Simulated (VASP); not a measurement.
Level of theory: r2SCAN+rVV10, VASP's PBE PAW potentials (set 64) (plane waves; VASP 6.6.1).

The input files of a VASP run:

File KPOINTS:
```
Automatic mesh
0
Gamma
11 11 6
0 0 0
```

POSCAR:
```
Lu
1
    1.7500000000    -3.0310890000     0.0000000000
    1.7500000000     3.0310890000     0.0000000000
    0.0000000000     0.0000000000     5.5500000000
Lu
2
Direct
  0.3333330000   0.6666670000   0.2500000000
  0.6666670000   0.3333330000   0.7500000000
```

INCAR:
```
# general
SYSTEM    =  Lu
PREC      =  Accurate
ENCUT     =  520   # plane-wave cut-off (eV)
LREAL     =  .FALSE.
LASPH     =  .TRUE.   # aspherical one-centre terms

# electronic loop
EDIFF     =  1E-6   # SCF stop (eV)
NELM      =  100
ALGO      =  Normal
LMAXMIX   =  6
LMIXTAU   =  .TRUE.

# smearing
ISMEAR    =  1   # Methfessel-Paxton
SIGMA     =  0.1   # width (eV)

# functional
METAGGA   =  R2SCAN
LUSE_VDW  =  .TRUE.
BPARAM    =  11.95
CPARAM    =  0.0093

# ions
IBRION    =  2   # conjugate gradients
NSW       =  60   # most ionic steps
ISIF      =  3   # ions, shape and volume
EDIFFG    =  -0.01   # ionic stop

# output
LWAVE     =  .FALSE.
LCHARG    =  .FALSE.
```

POTCAR, in this order: Lu_3 (PBE.64 set). Program: vasp_std.

### Question
Predict the energy per atom (σ→0), volume per atom, band gap (on the k-mesh).

### Answer

| Property | Value |
|---|---|
| energy per atom (σ→0) | -37.840 eV/atom |
| band gap (on the k-mesh) | none (metal, semimetal or under 0.01 eV) |
| volume per atom | 28.89 Å^3/atom |

**OSZICAR**
```
...
DAV:   2    -0.756793815196E+02    0.86266E-04   -0.81199E-04  2451   0.473E-01    0.517E-02
DAV:   3    -0.756793049922E+02    0.76527E-04   -0.12530E-04  2514   0.269E-01    0.205E-02
DAV:   4    -0.756792894094E+02    0.15583E-04   -0.42109E-05  2569   0.124E-01    0.127E-02
DAV:   5    -0.756792725170E+02    0.16892E-04   -0.10310E-05  2626   0.392E-02    0.201E-03
DAV:   6    -0.756792742130E+02   -0.16960E-05   -0.19045E-06  1415   0.229E-02    0.205E-03
DAV:   7    -0.756792717502E+02    0.24628E-05   -0.28710E-07   862   0.228E-02    0.110E-03
DAV:   8    -0.756792725761E+02   -0.82589E-06   -0.16115E-07   862   0.127E-02
   7 F= -.75679273E+02 E0= -.75679730E+02  d E =-.751269E-04
```

The compound is Lu in the hcp structure. This run relaxes it. Symmetry was kept, so distortions that lower it aren't found.
